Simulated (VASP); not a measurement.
Level of theory: PBEsol GGA, VASP's PBE PAW potentials (set 64) (plane waves; VASP 6.6.1).

VASP ran on this input.

### INCAR
```
ALGO=Normal
EDIFF=1E-6
EDIFFG=-0.02
ENCUT=620
GGA=PS
IBRION=2
ISIF=3
ISMEAR=0
LASPH=.TRUE.
LCHARG=.FALSE.
LMAXMIX=4
LREAL=.FALSE.
LWAVE=.FALSE.
NELM=100
NSW=40
PREC=Accurate
PSTRESS=100
SIGMA=0.05
SYSTEM=CuF
```

**KPOINTS**
```
Automatic mesh
0
G
 9 9 4
0 0 0
```

**POSCAR**
```
CuF
1
    2.6782681813     0.0000000000     0.0000000000
   -1.3391340906     2.3194484089     0.0000000000
    0.0000000000     0.0000000000     6.7554027333
Cu F
2 2
Direct
  0.3333330000   0.6666670000   0.0476953270
  0.6666670000   0.3333330000   0.5476953270
  0.3333330000   0.6666670000   0.3273046730
  0.6666670000   0.3333330000   0.8273046730
```

POTCAR, in this order: Cu F (PBE.64 set). Program: vasp_std.

Energy and stress use the plane-wave basis of the starting cell.

**Question.** Predict the energy per atom (σ→0), volume per atom.

**Answer.** 
| Property | Value |
|---|---|
| energy per atom (σ→0) | -3975 meV/atom |
| volume per atom | 10.05 Å³/atom |

**OSZICAR**
```
...
   6 F= -.13391512E+02 E0= -.13391405E+02  d E =-.144674E-02
       N       E                     dE             d eps       ncg     rms          rms(c)
DAV:   1    -0.159003663075E+02    0.64373E-03   -0.16157E-02  1900   0.124E+00    0.103E-01
DAV:   2    -0.159002634260E+02    0.10288E-03   -0.10610E-03  2150   0.659E-01    0.454E-02
DAV:   3    -0.159002279408E+02    0.35485E-04   -0.17625E-04  2148   0.376E-01    0.260E-02
DAV:   4    -0.159002181784E+02    0.97624E-05   -0.15234E-05  2396   0.932E-02    0.753E-03
DAV:   5    -0.159002173125E+02    0.86584E-06   -0.17735E-06  1010   0.242E-02
   7 F= -.13391535E+02 E0= -.13391428E+02  d E =-.146923E-02
```

The structure was generated: CuF was put into the wurtzite type (P6_3mc), which need not be its known phase. This run relaxes it under an external pressure of 10 GPa. Symmetry was kept, so distortions that lower it aren't found.
